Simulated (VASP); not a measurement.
Input:

```xyz
3
Lattice="3.5710 0.0000 0.0000 -1.7855 3.0926 0.0000 0.0000 0.0000 6.4111" Properties=species:S:1:pos:R:3 pbc="T T T"
Pt     0.0000     0.0000     0.0000
S      0.0000     2.0617     1.4745
S      1.7855     1.0309     4.9365
```

All values below come from PBE GGA, VASP's PBE PAW potentials (set 64) (plane waves; VASP 6.6.1). Settings: PREC = Normal, EDIFF = 1E-5, 400 eV cut-off, 10×10×5 Γ-centred mesh, Gaussian smearing of 0.050 eV, potentials Pt S.

Without a dispersion term in the relaxation, distances and binding between the weakly bound layers, chains or molecules are unreliable, and so is what depends on them.

Q: The ions are relaxed. What does this cell relax into?

A: 
```xyz
3
Lattice="3.5710 0.0000 0.0000 -1.7855 3.0926 0.0000 0.0000 0.0000 6.4111" Properties=species:S:1:pos:R:3 pbc="T T T"
Pt     0.0000     0.0000     0.0000
S      0.0000     2.0617     1.2267
S      1.7855     1.0309     5.1844
```
Space group P-3m1 (164), at a tolerance of 0.03 Å.

Q: How much energy does the relaxation gain?

A: The energy (σ→0) changes by -217.9 meV/atom, in 4 ionic steps.

The compound is PtS2 in the 1T layered structure. This run relaxes the ions in a fixed cell. Symmetry was kept, so distortions that lower it aren't found.
